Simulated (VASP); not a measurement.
These are PBEsol GGA, VASP's PBE PAW potentials (set 64) (plane waves; VASP) values and carry that method's errors.

The input files of a VASP run:

**KPOINTS**
```
Automatic mesh
0
Gamma
10 10 10
0 0 0
```

File POSCAR:
```
SmB2
6.6912750
 -0.2832098361   0.2832098361   0.5000000043
  0.2832098361  -0.2832098361   0.5000000043
  0.2832098361   0.2832098361  -0.5000000043
Sm B
1 2
direct
  0.0000000000   0.0000000000   0.0000000000
  0.3837846377   0.3837846377   0.0000000000
  0.6162153623   0.6162153623   0.0000000000
```

### INCAR
```
! general
SYSTEM  = SmB2
PREC    = Accurate
ENCUT   = 600
LREAL   = F
LASPH   = T

! electronic loop
EDIFF   = 1E-7
NELM    = 100
ALGO    = Normal
LMAXMIX = 6

! smearing
ISMEAR  = 1
SIGMA   = 0.1

! functional
GGA     = PS

! ions
ISIF    = 2

! output
LWAVE   = F
LCHARG  = F
```

POTCAR, in this order: Sm_3 B (PBE.64 set). Program: vasp_std.

Output

File OSZICAR:
```
       N       E                     dE             d eps       ncg     rms          rms(c)
DAV:   1     0.888078664665E+02    0.88808E+02   -0.79304E+03  2448   0.136E+03
DAV:   2    -0.158384870313E+02   -0.10465E+03   -0.10078E+03  2804   0.285E+02
DAV:   3    -0.189650239310E+02   -0.31265E+01   -0.30268E+01  3148   0.458E+01
DAV:   4    -0.189980569753E+02   -0.33033E-01   -0.32925E-01  2920   0.493E+00
DAV:   5    -0.189986209819E+02   -0.56401E-03   -0.56385E-03  3124   0.561E-01    0.738E+00
DAV:   6    -0.178596759008E+02    0.11389E+01   -0.28955E+00  2952   0.101E+01    0.400E+00
DAV:   7    -0.178067362508E+02    0.52940E-01   -0.39862E-01  3212   0.342E+00    0.176E+00
DAV:   8    -0.178060108748E+02    0.72538E-03   -0.41444E-02  2924   0.158E+00    0.234E-01
DAV:   9    -0.178050284199E+02    0.98245E-03   -0.46961E-03  3056   0.477E-01    0.512E-02
DAV:  10    -0.178050284376E+02   -0.17781E-07   -0.31676E-04  3088   0.152E-01    0.152E-02
DAV:  11    -0.178050280882E+02    0.34944E-06   -0.77206E-06  2920   0.254E-02    0.126E-02
DAV:  12    -0.178050258547E+02    0.22335E-05   -0.16052E-05  2956   0.290E-02    0.159E-03
DAV:  13    -0.178050258482E+02    0.65493E-08   -0.62297E-07  2924   0.633E-03
   1 F= -.17805026E+02 E0= -.17805195E+02  d E =0.508772E-03
```

File OUTCAR:
```
------------------------ aborting loop because EDIFF is reached ----------------------------------------
  FORCE on cell =-STRESS in cart. coord.  units (eV):
  Direction    XX          YY          ZZ          XY          YZ          ZX
  --------------------------------------------------------------------------------------
  Total       -0.0408335     -0.0408335     -0.0436425      0.0000000      0.0000000      0.0000000
  in kB       -1.3612995     -1.3612995     -1.4549470      0.0000000      0.0000000      0.0000000
  external PRESSURE =      -1.3925153 kB  Pullay stress =       0.0000000 kB
  volume of cell :       48.06
      direct lattice vectors                 reciprocal lattice vectors
    -1.895034896  1.895034896  3.345637529     0.000000000  0.263847384  0.149448347
     1.895034896 -1.895034896  3.345637529     0.263847384  0.000000000  0.149448347
     1.895034896  1.895034896 -3.345637529     0.263847384  0.263847384  0.000000000
 POSITION                                       TOTAL-FORCE (eV/Angst)
 -----------------------------------------------------------------------------------
      0.00000      0.00000      0.00000         0.000000      0.000000     -0.000000
      0.00000      0.00000      2.56801         0.000000      0.000000      0.015808
      0.00000      0.00000      4.12327        -0.000000     -0.000000     -0.015808
 -----------------------------------------------------------------------------------
    total drift:                               -0.000000      0.000000      0.000000
  FREE ENERGIE OF THE ION-ELECTRON SYSTEM (eV)
  ---------------------------------------------------
  free  energy   TOTEN  =       -17.8050258482 eV

  energy  without entropy=      -17.8055346201  energy(sigma->0) =      -17.80519544
```
(Selected blocks of OUTCAR.)

The 4f electrons are frozen in the core of the lanthanide potential, so 4f levels, which can set the real gap, and their magnetism are missing.

The structure was generated: SmB2 was put into the MoSi2 type (I4/mmm), which need not be its known phase. It was relaxed first, which changed the volume by -11 %. The electron count is odd and the run is not spin-polarised, which forces a metal.
